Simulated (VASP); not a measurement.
Given:

```xyz
24
Lattice="5.1187 0.0000 0.0000 0.0000 9.1400 0.0000 0.0000 0.0000 5.4269" Properties=species:S:1:pos:R:3 pbc="T T T"
Ti     0.7059     3.3912     2.1848
Ti     4.4128     5.7488     3.2421
Ti     1.8534     5.7488     4.8982
Ti     3.2653     3.3912     0.5287
Ti     3.2653     1.1788     3.2421
Ti     1.8534     7.9612     2.1848
Ti     4.4128     7.9612     0.5287
Ti     0.7059     1.1788     4.8982
O      2.3787     2.4651     2.1164
O      2.7400     6.6748     3.3105
O      0.1806     6.6748     4.8299
O      4.9381     2.4651     0.5970
O      4.9381     2.1048     3.3105
O      0.1806     7.0351     2.1164
O      2.7400     7.0351     0.5970
O      2.3787     2.1048     4.8299
O      4.1801     0.0958     4.6193
O      0.9386     9.0442     0.8076
O      3.4980     9.0442     1.9059
O      1.6207     0.0958     3.5210
O      1.6207     4.4742     0.8076
O      3.4980     4.6658     4.6193
O      0.9386     4.6658     3.5210
O      4.1801     4.4742     1.9059
```

Calculation: PBE GGA, VASP's PBE PAW potentials (set 64) (plane waves; VASP). Run with LREAL = Auto, 400 eV cut-off, 3×2×3 Γ-centred mesh, Gaussian smearing of 0.010 eV, potentials Ti_sv O.

At this cut-off the stress carries a Pulay error, which pulls relaxed volumes low.

Give the force on each atom (eV/Å).

```json
[
 {"atom": "Ti1", "Fx": "0.050", "Fy": "-0.062", "Fz": "0.051"},
 {"atom": "Ti2", "Fx": "-0.050", "Fy": "0.062", "Fz": "-0.051"},
 {"atom": "Ti3", "Fx": "-0.050", "Fy": "0.062", "Fz": "0.051"},
 {"atom": "Ti4", "Fx": "0.050", "Fy": "-0.062", "Fz": "-0.051"},
 {"atom": "Ti5", "Fx": "0.050", "Fy": "0.062", "Fz": "-0.051"},
 {"atom": "Ti6", "Fx": "-0.050", "Fy": "-0.062", "Fz": "0.051"},
 {"atom": "Ti7", "Fx": "-0.050", "Fy": "-0.062", "Fz": "-0.051"},
 {"atom": "Ti8", "Fx": "0.050", "Fy": "0.062", "Fz": "0.051"},
 {"atom": "O9", "Fx": "0.022", "Fy": "-0.065", "Fz": "0.038"},
 {"atom": "O10", "Fx": "-0.022", "Fy": "0.065", "Fz": "-0.038"},
 {"atom": "O11", "Fx": "-0.022", "Fy": "0.065", "Fz": "0.038"},
 {"atom": "O12", "Fx": "0.022", "Fy": "-0.065", "Fz": "-0.038"},
 {"atom": "O13", "Fx": "0.022", "Fy": "0.065", "Fz": "-0.038"},
 {"atom": "O14", "Fx": "-0.022", "Fy": "-0.065", "Fz": "0.038"},
 {"atom": "O15", "Fx": "-0.022", "Fy": "-0.065", "Fz": "-0.038"},
 {"atom": "O16", "Fx": "0.022", "Fy": "0.065", "Fz": "0.038"},
 {"atom": "O17", "Fx": "-0.158", "Fy": "-0.115", "Fz": "-0.066"},
 {"atom": "O18", "Fx": "0.158", "Fy": "0.115", "Fz": "0.066"},
 {"atom": "O19", "Fx": "0.158", "Fy": "0.115", "Fz": "-0.066"},
 {"atom": "O20", "Fx": "-0.158", "Fy": "-0.115", "Fz": "0.066"},
 {"atom": "O21", "Fx": "-0.158", "Fy": "0.115", "Fz": "0.066"},
 {"atom": "O22", "Fx": "0.158", "Fy": "-0.115", "Fz": "-0.066"},
 {"atom": "O23", "Fx": "0.158", "Fy": "-0.115", "Fz": "0.066"},
 {"atom": "O24", "Fx": "-0.158", "Fy": "0.115", "Fz": "-0.066"}
]
```

Give the stress tensor in GPa (positive for a compressed cell).

```
2.46  0.00  0.00
0.00  2.29  0.00
0.00  0.00  2.15
```
The pressure is its mean diagonal, 2.30 GPa.

The structure comes from a computed database's TiO2 entry, a phase known from measurement. The cell was not relaxed at this level.
